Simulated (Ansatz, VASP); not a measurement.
# Tl6SeS2: VASP beside Ansatz

Wanted: the spread between two codes on one cell, functional and k mesh. The cell is invented: As first built, before any earlier steps moved the atoms (in the runner's words): it takes the Tl2S structure with some of its atoms replaced by other elements, volume scaled by an estimate. It may not be a known or stable phase. The cell is taken from a series of VASP runs on this material, whose earlier steps may have relaxed, scaled or displaced it; both programs get it as it stands.

Program: Ansatz 0.2.0. Level of theory: plane waves, with VASP 6.6.1 beside it; relaxation of cell and atoms at PBE. Results are calculated unless marked as measured.

## Step 1: The structure

Symmetry: P3, No. 143, trigonal system. The conventional cell has a = 7.375 Å, b = 7.375 Å, c = 6.291 Å, α = 90.00°, β = 90.00°, γ = 120.00°. Nearest to Tl lie 2 S at 2.92 to 2.99 Å and 1 Se at 3.10 Å. Tl has 2 S at 2.94 to 3.06 Å and 1 Se at 3.03 Å nearest. Se has 6 Tl at 3.03 to 3.10 Å nearest. Nearest to S lie 6 Tl at 2.92 to 3.06 Å. Nearest to S lie 6 Tl at 2.94 to 2.99 Å. As first built, before any earlier steps moved the atoms (in the runner's words): sites of the Tl2S structure (space group 143) filled with other elements, volume scaled by an estimate. Farther neighbours and most contacts between anions are not listed.

Coordinates:

```xyz
9
Lattice="7.3752 0.0000 0.0000 -3.6876 6.3871 0.0000 0.0000 0.0000 6.2912" Properties=species:S:1:pos:R:3 pbc="T T T"
Tl    2.6915    4.2353    0.5061
Tl    6.0097    1.9386    0.5061
Tl    1.1597    2.4584    3.8299
Tl   -2.1384    4.1536    3.8299
Tl    0.9787    6.1622    3.8299
Tl    2.3616    0.2132    0.5061
Se    0.0000    0.0000    2.4978
S     0.0000    4.2581    1.6373
S     3.6876    2.1290    2.3722
```

## Step 2: VASP: relaxation of cell and atoms, PBE

The relaxed volume is the usual yardstick between codes: its relative difference is about their pressure difference at one cell divided by the bulk modulus.

Lines of VASP's logs that name or quote its potential files are left out, and so is its time.

Input file INCAR:

```
SYSTEM = Tl6SeS2
PREC = Accurate
ENCUT = 520
EDIFF = 1E-06
NELM = 100
ISMEAR = -1
SIGMA = 0.05
LREAL = .FALSE.
ALGO = Normal
GGA = PE
NBANDS = 59
LORBIT = 11
LWAVE = .FALSE.
LCHARG = .FALSE.
KPAR = 2
NCORE = 2
IBRION = 2
NSW = 60
ISIF = 3
EDIFFG = -0.01
```

Input file POSCAR:

```
Tl6SeS2
1.0
    7.3752035168     -0.0000000165      0.0000000000
   -3.6876022920      6.3871137923      0.0000000000
    0.0000000000      0.0000000000      6.2912036990
Tl Se S
6 1 2
Direct
    0.6964851004      0.6630981367      0.0804388745
    0.9666130362      0.3035148996      0.0804388745
    0.3496943780      0.3849061945      0.6087751843
    0.0352118166      0.6503056220      0.6087751843
    0.6150938055      0.9647881834      0.6087751843
    0.3369018633      0.0333869638      0.0804388745
    0.0000000000      0.0000000000      0.3970318789
    0.3333333300      0.6666666700      0.2602599509
    0.6666666700      0.3333333300      0.3770639937
```

Input file KPOINTS:

```
Automatic mesh
0
Gamma
3 3 3
0 0 0
```

The projector-augmented-wave data sets are Tl_d, Se and S (PBE family, release 64).

Launch:

```bash
$ mpirun -np 4 vasp_std
```

Numbers of over 12 decimals in the logs are rounded to 6 here.

Output:

```text
[banner, memory and clock lines left out]
running    4 mpi-ranks, on    1 nodes
 distrk:  each k-point on    2 cores,    2 groups
 distr:  one band on    2 cores,    1 groups

 POSCAR found type information on POSCAR TlSeS
 POSCAR found :  3 types and       9 ions
 LDA part: xc-table for (Slater+PW92), standard interpolation
 POSCAR, INCAR and KPOINTS ok, starting setup
 FFT: planning ... GRIDC
 FFT: planning ... GRID_SOFT
 FFT: planning ... GRID
 WAVECAR not read
 entering main loop
       N       E                     dE             d eps       ncg     rms          rms(c)
DAV:   1     0.545791368141E+03    0.54579E+03   -0.47682E+04   968   0.146E+03
DAV:   2     0.210893811443E+01   -0.54368E+03   -0.52214E+03  1032   0.314E+02
DAV:   3    -0.295963855391E+02   -0.31705E+02   -0.30995E+02  1103   0.557E+01
DAV:   4    -0.303302300183E+02   -0.73384E+00   -0.73117E+00  1032   0.792E+00
DAV:   5    -0.303432089173E+02   -0.12979E-01   -0.12974E-01  1117   0.115E+00    0.894E+00
DAV:   6    -0.282001880857E+02    0.21430E+01   -0.44566E+00  1043   0.697E+00    0.590E+00
DAV:   7    -0.282901031085E+02   -0.89915E-01   -0.18447E+00  1013   0.317E+00    0.373E+00
DAV:   8    -0.282934743212E+02   -0.33712E-02   -0.21091E-01  1053   0.184E+00    0.651E-01
DAV:   9    -0.282802584711E+02    0.13216E-01   -0.60802E-02  1104   0.953E-01    0.471E-01
DAV:  10    -0.282813543860E+02   -0.10959E-02   -0.95373E-03  1024   0.255E-01    0.319E-01
DAV:  11    -0.282820061165E+02   -0.65173E-03   -0.60051E-04  1024   0.892E-02    0.209E-01
DAV:  12    -0.282824859822E+02   -0.47987E-03   -0.72049E-04   986   0.894E-02    0.809E-02
DAV:  13    -0.282824478190E+02    0.38163E-04   -0.51700E-05  1104   0.280E-02    0.472E-02
DAV:  14    -0.282824466026E+02    0.12163E-05   -0.37874E-05   893   0.162E-02    0.219E-02
DAV:  15    -0.282824470660E+02   -0.46340E-06   -0.32212E-06   880   0.644E-03
   1 F= -.28282447E+02 E0= -.28282443E+02  d E =-.282824E+02
[... from here on, the cycles between the ionic steps are left out ...]
   2 F= -.28282877E+02 E0= -.28282873E+02  d E =-.429440E-03
   3 F= -.28283539E+02 E0= -.28283535E+02  d E =-.109174E-02
   4 F= -.28283884E+02 E0= -.28283880E+02  d E =-.344907E-03
  28 F= -.28303487E+02 E0= -.28303481E+02  d E =-.702345E-02
  29 F= -.28304610E+02 E0= -.28304605E+02  d E =-.112256E-02
  30 F= -.28307398E+02 E0= -.28307395E+02  d E =-.391106E-02
  31 F= -.28309754E+02 E0= -.28309752E+02  d E =-.626675E-02
  32 F= -.28310689E+02 E0= -.28310688E+02  d E =-.935296E-03
  33 F= -.28312302E+02 E0= -.28312300E+02  d E =-.254845E-02
  34 F= -.28312463E+02 E0= -.28312460E+02  d E =-.270880E-02
  35 F= -.28312592E+02 E0= -.28312589E+02  d E =-.128909E-03
  36 F= -.28312644E+02 E0= -.28312641E+02  d E =-.181004E-03
 curvature:  -1.82 expect dE=-0.255E-03 dE for cont linesearch -0.315E-07
 trial: gam= 0.88096 g(F)=  0.277E-04 g(S)=  0.113E-03 ort = 0.198E-05 (trialstep = 0.246E+01)
 search vector abs. value=  0.319E-03
 bond charge predicted
       N       E                     dE             d eps       ncg     rms          rms(c)
DAV:   1    -0.283176374019E+02   -0.49938E-02   -0.52991E-01   944   0.272E+00    0.462E-01
DAV:   2    -0.283137232168E+02    0.39142E-02   -0.16212E-02  1013   0.619E-01    0.151E-01
DAV:   3    -0.283130534853E+02    0.66973E-03   -0.15310E-03  1061   0.184E-01    0.104E-01
DAV:   4    -0.283129309958E+02    0.12249E-03   -0.17932E-04  1040   0.780E-02    0.362E-02
DAV:   5    -0.283129217477E+02    0.92481E-05   -0.27190E-05  1020   0.242E-02    0.117E-02
DAV:   6    -0.283129216534E+02    0.94265E-07   -0.65879E-06   864   0.754E-03
  37 F= -.28312922E+02 E0= -.28312919E+02  d E =-.277960E-03
 trial-energy change:   -0.000278  1 .order   -0.000279   -0.000350   -0.000208
 step:   6.0745(harm=  6.0745)  dis= 0.00863  next Energy=   -28.313075 (dE=-0.432E-03)
 reached required accuracy - stopping structural energy minimisation
```

Parts of OUTCAR (step 2):

```text
ion  position               nearest neighbor table
   1  0.696  0.663  0.080-   8 2.92   9 2.99   7 3.10   3 3.78   4 3.91   5 3.93   6 4.04   2 4.04
                             3 4.07   6 4.11   2 4.11
   2  0.967  0.304  0.080-   8 2.92   9 2.99   7 3.10   4 3.78   5 3.91   3 3.93   6 4.04   1 4.04
                             4 4.07   1 4.11   6 4.11
   3  0.350  0.385  0.609-   9 2.94   7 3.03   8 3.06   5 3.71   4 3.71   1 3.78   6 3.91   2 3.93
                             1 4.07
   4  0.035  0.650  0.609-   9 2.94   7 3.03   8 3.06   5 3.71   3 3.71   2 3.78   1 3.91   6 3.93
                             2 4.07
   5  0.615  0.965  0.609-   9 2.94   7 3.03   8 3.06   4 3.71   3 3.71   6 3.78   2 3.91   1 3.93
                             6 4.07
   6  0.337  0.033  0.080-   8 2.92   9 2.99   7 3.10   5 3.78   3 3.91   4 3.93   2 4.04   1 4.04
                             5 4.07   1 4.11   2 4.11
   7  0.000  0.000  0.397-   3 3.03   5 3.03   4 3.03   1 3.10   6 3.10   2 3.10
   8  0.333  0.667  0.260-   2 2.92   1 2.92   6 2.92   4 3.06   5 3.06   3 3.06
   9  0.667  0.333  0.377-   4 2.94   3 2.94   5 2.94   6 2.99   2 2.99   1 2.99

  LATTYP: Found a hexagonal cell.
 ALAT       =     7.3752035168
 C/A-ratio  =     0.8530210298

 Subroutine GETGRP returns: Found  3 space group operations
 (whereof  3 operations were pure point group operations)

The static configuration has the point symmetry C_3 .

 Found      8 irreducible k-points:

   k-points           NKPTS =      8   k-points in BZ     NKDIM =      8   number of bands    NBANDS=     59

   dimension x,y,z NGX =    56 NGY =   56 NGZ =   48
   dimension x,y,z NGXF=   112 NGYF=  112 NGZF=   96

   ENCUT  =  520.0 eV  38.22 Ry    6.18 a.u.  13.71 13.71 11.70*2*pi/ulx,y,z

   NELECT =      96.0000    total number of electrons

 k-points in reciprocal lattice and weights: Automatic mesh
   0.00000000  0.00000000  0.00000000       0.037
   0.33333333 -0.00000000  0.00000000       0.222
   0.33333333  0.33333333  0.00000000       0.074
   0.00000000  0.00000000  0.33333333       0.074
   0.33333333 -0.00000000  0.33333333       0.222
  -0.00000000  0.33333333  0.33333333       0.222
   0.33333333  0.33333333  0.33333333       0.074
  -0.33333333 -0.33333333  0.33333333       0.074

 average (electrostatic) potential at core
       1 -85.4426       2 -85.4426       3 -85.4639       4 -85.4639       5 -85.4639
       6 -85.4426       7 -53.8718       8 -87.1842       9 -87.1904

 E-fermi :   3.9964

 k-point     1 :       0.0000    0.0000    0.0000
  band No.  band energies     occupation
    ...
     44       2.3631      2.00000
     45       2.3631      2.00000
     46       2.6393      2.00000
     47       2.6393      2.00000
     48       3.5030      1.99990
     49       4.8383      0.00000
     50       4.9478      0.00000
     51       5.1404      0.00000
     52       5.1404      0.00000
     53       5.2954      0.00000
    ...

 k-point     2 :       0.3333   -0.0000    0.0000
  band No.  band energies     occupation
    ...
     44       2.0533      2.00000
     45       2.0801      2.00000
     46       2.3975      2.00000
     47       2.6239      2.00000
     48       3.1789      2.00000
     49       4.5758      0.00002
     50       5.4619      0.00000
     51       5.5266      0.00000
     52       6.0825      0.00000
     53       6.1772      0.00000
    ...

 k-point     3 :       0.3333    0.3333    0.0000
  band No.  band energies     occupation
    ...
     44       1.9652      2.00000
     45       1.9661      2.00000
     46       2.3969      2.00000
     47       2.4851      2.00000
     48       2.5028      2.00000
     49       5.2153      0.00000
     50       5.4107      0.00000
     51       5.4248      0.00000
     52       6.3206      0.00000
     53       6.3652      0.00000
    ...

  Total        0.0424540      0.0424540      0.0626607      0.0000000      0.0000000      0.0000000
  in kB        0.2301842      0.2301842      0.3397446      0.0000001      0.0000000      0.0000000
  external PRESSURE =       0.2667044 kB  Pullay stress =       0.0000000 kB

  energy-cutoff  :      520.00
  volume of cell :      295.50
      direct lattice vectors                 reciprocal lattice vectors
     7.353830683  0.000000121  0.000000000     0.135983548  0.078510151  0.000000000
    -3.676915989  6.368604304 -0.000000000    -0.000000003  0.157020274  0.000000000
    -0.000000000 -0.000000000  6.309509745    -0.000000000  0.000000000  0.158490919

 POSITION                                       TOTAL-FORCE (eV/Angst)
 -----------------------------------------------------------------------------------
      2.59101      4.46094      0.50656        -0.002096      0.004214      0.005458
      6.24469      1.89425      0.50656         0.004698     -0.000292      0.005458
      1.40580      2.46308      3.82144         0.000056     -0.001506     -0.005017
     -2.24673      3.91961      3.82144        -0.001333      0.000705     -0.005017
      0.84093      6.35452      3.82144         0.001277      0.000802     -0.005017
      2.19504      0.01341      0.50656        -0.002602     -0.003923      0.005458
     -0.00000     -0.00000      2.78580        -0.000000     -0.000000      0.001079
     -0.00000      4.24574      1.87892        -0.000000     -0.000000      0.000723
      3.67692      2.12287      1.92335         0.000000      0.000000     -0.003125
 -----------------------------------------------------------------------------------
    total drift:                               -0.000001      0.000001     -0.000019

  FREE ENERGIE OF THE ION-ELECTRON SYSTEM (eV)
  ---------------------------------------------------
  free  energy   TOTEN  =       -28.3129216534 eV

  energy  without entropy=      -28.3129167338  energy(sigma->0) =      -28.31291919

 reached required accuracy - stopping structural energy minimisation

 total charge
# of ion       s       p       d       tot
------------------------------------------
    1        1.242   0.247   9.660  11.148
    2        1.242   0.247   9.660  11.148
    3        1.236   0.255   9.659  11.150
    4        1.236   0.255   9.659  11.150
    5        1.236   0.255   9.659  11.150
    6        1.242   0.247   9.660  11.148
    7        1.466   2.310   0.012   3.789
    8        1.351   2.319   0.000   3.670
    9        1.351   2.320   0.000   3.671
--------------------------------------------------
tot         11.601   8.455  57.969  78.025

[... 3 further parts left out ...]
```

The run keeps the 3 symmetry operations of its start, so it cannot find a distortion of lower symmetry.

(Part 1 of 2 ends here.)

[Lines on the potential files, build, host, timing and source positions are cut from VASP's logs without a mark.]

[Logs are printed without paths, hosts, clocks, repeated set-up lines and the standing remarks that a program may print on its own settings, such as how far it seeks lower states.]

[Hosts, paths, dates, database ids (printed as entryN), source tags and the programs' standing remarks are cut or masked in the printed files.]
